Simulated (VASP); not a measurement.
A run of VASP 6.6.1:

INCAR

```
PREC = Accurate ; ENCUT = 520
EDIFF = 1E-6 ; ISMEAR = 0
SIGMA = 0.01 ; LREAL = F
LASPH = T ; NELM = 60
ALGO = Fast ; ISIF = 2
LWAVE = F ; LCHARG = F
GGA = PS ; NBANDS = 23
```

Contents of KPOINTS:

```
Automatic mesh
0
Gamma
  5 5 5
```

File POSCAR:

```
LiCd
1.0
    0.0000000000      3.3324200000      3.3324200000
    3.3324200000      0.0000000000      3.3324200000
    3.3324200000      3.3324200000      0.0000000000
Li Cd
2 2
Direct
    0.2471588954      0.2585233137      0.2471588954
   -0.0007865729      0.0023597188     -0.0007865729
    0.7494358200      0.7516925400      0.7494358200
    0.4966898575      0.5099304275      0.4966898575
```

Potentials or basis: VASP PAW PBE potentials, release 64 (Li_sv, Cd).

Launch:

```console
$ cat potpaw_PBE.64/Li_sv/POTCAR potpaw_PBE.64/Cd/POTCAR > POTCAR
$ mpirun -np 1 vasp_std > vasp.out
```

Hardware: 1 thread of Intel(R) Xeon(R) 6975P-C (Granite Rapids) (shared host).

Task: How long does it take, and how much memory?

Result: Wall time 22 s on 1 thread of Intel(R) Xeon(R) 6975P-C (Granite Rapids), with other jobs on the host, peak memory 0.2 GiB. Counts: scf iterations 18, k points 19.
